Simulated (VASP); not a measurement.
```
CELL_PARAMETERS angstrom
      0.00000     3.20324     3.20324
      3.20324     0.00000     3.20324
      3.20324     3.20324     0.00000
ATOMIC_POSITIONS crystal
  Sn 0.00000 0.00000 0.00000
  Te 0.50000 0.50000 0.50000
```

Level of theory: SCAN meta-GGA, VASP's PBE PAW potentials (set 64) (plane waves; VASP). Run with 520 eV cut-off, 7×7×7 Γ-centred mesh, Gaussian smearing of 0.050 eV, potentials Sn_d Te.

Problem. Give the stress tensor in GPa (positive for a compressed cell).

Solution. 
```
-1.26   0.00   0.00
 0.00  -1.26   0.00
 0.00   0.00  -1.26
```
The pressure is its mean diagonal, -1.26 GPa.

The compound is SnTe in the rock salt structure, which distorts at low temperature. This cell is one point of a volume scan, at 1.03 of the reference volume.
